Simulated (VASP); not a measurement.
An input for Quantum ESPRESSO's pw.x (written as the equivalent of a VASP run, and not itself run):

```
&CONTROL
  calculation = 'vc-relax'
  pseudo_dir = './pseudo'
  outdir = './out'
  tprnfor = .true.
  tstress = .true.
  nstep = 60
  forc_conv_thr = 0.00078
/
&SYSTEM
  ibrav = 0
  nat = 5
  ntyp = 3
  ecutwfc = 84
  occupations = 'smearing'
  smearing = 'gaussian'
  degauss = 0.003675
  input_dft = 'pbe'
  vdw_corr = 'grimme-d3'
  dftd3_version = 3
  dftd3_threebody = .false.
/
&ELECTRONS
  conv_thr = 7.3e-08
  electron_maxstep = 100
/
&IONS
/
&CELL
/
ATOMIC_SPECIES
  Ba 137.327 Ba.upf
  Zr 91.224 Zr.upf
  O 15.999 O.upf
CELL_PARAMETERS angstrom
     4.2187845    0.0000000   -0.0000000
     0.0000000    4.2187845    0.0000000
    -0.0000000   -0.0000000    4.2187845
ATOMIC_POSITIONS crystal
  Ba   0.0000000  0.0000000  0.0000000
  Zr   0.5000000  0.5000000  0.5000000
  O    0.5000000  0.0000000  0.5000000
  O    0.0000000  0.5000000  0.5000000
  O    0.5000000  0.5000000  0.0000000
K_POINTS automatic
  5 5 5 0 0 0
```

Q: Write the VASP files for the same calculation (PBE-D3 (zero damping)).

A: This is not unique; one that fits is 
**INCAR**
```
! general
SYSTEM =BaZrO3
PREC   =Accurate
ENCUT  =520   ! plane-wave cut-off (eV)
LREAL  =.False.   ! projection in real space or not
LASPH  =.True.   ! aspherical one-centre terms

! electronic loop
EDIFF  =1E-6   ! SCF stop (eV)
NELM   =100   ! most electronic steps
ALGO   =Normal   ! blocked Davidson
LMAXMIX=4   ! l cut-off of mixed one-centre charges

! smearing
ISMEAR =0
SIGMA  =0.05

! functional
GGA    =PE
IVDW   =11

! ions
IBRION =2   ! conjugate gradients
NSW    =60
ISIF   =3   ! ions, shape and volume
EDIFFG =-0.02

! output
LWAVE  =.False.
LCHARG =.False.
```

POSCAR:
```
BaZrO3
1
    4.2187844913     0.0000000000    -0.0000000000
    0.0000000000     4.2187844913     0.0000000000
   -0.0000000000    -0.0000000000     4.2187844913
Ba Zr O
1 1 3
Direct
  0.0000000000   0.0000000000   0.0000000000
  0.5000000000   0.5000000000   0.5000000000
  0.5000000000   0.0000000000   0.5000000000
  0.0000000000   0.5000000000   0.5000000000
  0.5000000000   0.5000000000   0.0000000000
```

KPOINTS:
```
Automatic
0
G
 5 5 5
```

POTCAR, in this order: Ba_sv Zr_sv O (PBE.64 set). Program: vasp_std.

What does not carry over: the potentials are each code's own (VASP's PAW set, PseudoDojo norm-conserving files in pw.x), so ENCUT and ecutwfc are chosen apart and not converted; conv_thr bounds pw.x's estimated SCF error, while EDIFF bounds the energy change between steps; forc_conv_thr acts on force components and is met together with etot_conv_thr.

The compound is BaZrO3 in the cubic perovskite structure. It was relaxed first. The start is the result of an earlier pass.
